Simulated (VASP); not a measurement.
Crystal: SiC.

```
Si C
1.0
     3.07600    0.00000    0.00000
    -1.53800    2.66389    0.00000
     0.00000    0.00000    5.04800
Si C
2 2
Direct
  0.33333 0.66667 0.00000
  0.66667 0.33333 0.50000
  0.33333 0.66667 0.38500
  0.66667 0.33333 0.88500
```

```yaml
Program: VASP 6.6.1
Task: relaxation of cell and atoms
Functional: r2SCAN
Potentials_or_basis: VASP PAW PBE potentials, release 64 (Si, C)
Cutoff: 520 eV
k_mesh: 12 × 12 × 6
Occupations: gaussian, width 0.02 eV
Spin: no spin polarisation
```

At the start: pressure -0.0 GPa; volume 10.34 Å³/atom.

Q: How do energy, volume and symmetry change on relaxing?

A: Over 7 steps the energy falls by 9.2 meV/atom and the volume is 10.33 Å³/atom (-0.1 %); space group P6_3mc (No. 186, to 0.05 Å).

Step by step:
```
step  energy change (eV)  largest force (eV/Å)  pressure (GPa)  volume (Å³)
   1              0.0000                0.7713            0.00        41.36
   2             -0.0060                0.6948           -0.03        41.36
   3             -0.0344                0.0565           -0.29        41.36
   4             -0.0367                0.0175            0.31        41.26
   5             -0.0370                0.0003            0.16        41.28
   6             -0.0370                0.0004           -0.13        41.34
   7             -0.0370                0.0004            0.00        41.31
```

Final structure:
```
CELL_PARAMETERS angstrom
3.07445 0.00000 0.00000
-1.53723 2.66255 0.00000
0.00000 0.00000 5.04699
ATOMIC_POSITIONS crystal
Si 0.33333 0.66667 0.00460
Si 0.66667 0.33333 0.50460
C 0.33333 0.66667 0.38040
C 0.66667 0.33333 0.88040
```

Caveat: the PAW data sets were made with another functional, which shifts forces and pressure a little.
